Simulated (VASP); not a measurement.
An input for Ansatz (written as the equivalent of a VASP run, and not itself run):

Ansatz 0.2 input:
```yaml
crystal:
  lattice:
    - [0.0000000, 3.1812011, 3.1812011]
    - [3.1812011, 0.0000000, 3.1812011]
    - [3.1812011, 3.1812011, 0.0000000]
  atoms:
    - { symbol: Ba, position: [0.0000000, 0.0000000, 0.0000000] }
    - { symbol: S, position: [0.5000000, 0.5000000, 0.5000000] }
kpoints:
  mp_grid: { grid: [7, 7, 7] }
hamiltonian:
  xc: pbesol
  pseudopotentials: { kind: paw }
scf:
  occupations: { method: gaussian, width: 0.05 }
  max_iter: 100
relax:
  max_steps: 60
  f_tol: 0.01
  cell: {}
output: { forces: true, stress: true, eigenvalues: true }
```

**Question.** Translate this input to VASP (INCAR, KPOINTS, POSCAR, choice of POTCAR).

**Answer.** This is not unique; one that fits is 
### INCAR
```
SYSTEM = BaS
PREC = Accurate
ENCUT = 400
EDIFF = 1E-6
NELM = 100
ALGO = Normal
LREAL = .FALSE.
LASPH = .TRUE.
ISMEAR = 0
SIGMA = 0.05
GGA = PS
LMAXMIX = 4
LWAVE = .FALSE.
LCHARG = .FALSE.
IBRION = 2
ISIF = 3
NSW = 60
EDIFFG = -0.01
```

### KPOINTS
```
K-points
0
Gamma
7 7 7
0 0 0
```

File POSCAR:
```
BaS
1.0
  0.0000000000   3.1812010985   3.1812010985
  3.1812010985   0.0000000000   3.1812010985
  3.1812010985   3.1812010985   0.0000000000
Ba S
1 1
direct
  0.0000000000   0.0000000000   0.0000000000
  0.5000000000   0.5000000000   0.5000000000
```

POTCAR, in this order: Ba_sv S (PBE.64 set). Program: vasp_std.

What does not carry over: each code has its own PAW files, so the cut-off isn't converted (ENCUT is set for VASP's; basis.ecutwfc is left out, and Ansatz then takes the one that its files recommend); Ansatz stops its SCF on the density residual and VASP on the energy change (EDIFF).

The structure was generated: BaS was put into the rock salt type (Fm-3m), which need not be its known phase. It was relaxed first, which changed the volume by -22 %. The start is the result of an earlier pass.
